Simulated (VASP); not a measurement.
Write the native input for VASP 6.6.1 that does the following.

```
Task                   : single point
Functional             : PBEsol
Potentials or basis    : VASP PAW PBE potentials, release 64 (Ga_d, Os)
Cutoff                 : 520 eV
k mesh                 : 7 × 7 × 7
Occupations            : fermi-dirac, width 0.1 eV
Spin                   : no spin polarisation
Dipole correction      : no
Further INCAR settings : ALGO = Fast; EDIFF = 1e-06; NBANDS = 52
```

The structure of GaOs lies in POSCAR:

```
GaOs
1.0
    4.8026734100      0.0000000000      0.0000000000
    0.0000000000      4.8026734100      0.0000000000
    0.0000000000      0.0000000000      4.8026734100
Ga Os
4 4
Direct
    0.8400000000      0.8400000000      0.8400000000
    0.6600000000      0.1600000000      0.3400000000
    0.3400000000      0.6600000000      0.1600000000
    0.1600000000      0.3400000000      0.6600000000
    0.1400000000      0.1400000000      0.1400000000
    0.3600000000      0.8600000000      0.6400000000
    0.6400000000      0.3600000000      0.8600000000
    0.8600000000      0.6400000000      0.3600000000
```

The cell was built by a generator and needn't be a form met in nature.

The input as run:

INCAR

```
SYSTEM = GaOs
PREC = Accurate
ENCUT = 520
EDIFF = 1E-6
ISMEAR = -1
SIGMA = 0.1
LREAL = .False.
LASPH = .True.
NELM = 100
ALGO = Fast
ISIF = 2
LWAVE = .False.
LCHARG = .False.
GGA = PS
NBANDS = 52
```

KPOINTS

```
Automatic mesh
0
Gamma
  7 7 7
  0 0 0
```

Potentials or basis: VASP PAW PBE potentials, release 64 (Ga_d, Os).

Command:

```console
$ cat potpaw_PBE.64/Ga_d/POTCAR potpaw_PBE.64/Os/POTCAR > POTCAR
$ mpirun -np 1 vasp_std > vasp.out
```

Results of the run:

```json
{
  "Pressure": "5.9 GPa",
  "Largest force": "0.967 eV/Å",
  "Band gap on the k mesh": "none (metal or under the smearing width)"
}
```

Caveat: the PAW data sets were made with another functional, which shifts forces and pressure a little.

Run time: 2.1 min on 1 thread of Intel(R) Xeon(R) Platinum 8375C CPU @ 2.90GHz (Ice Lake), on a shared host, peak memory 0.27 GiB.
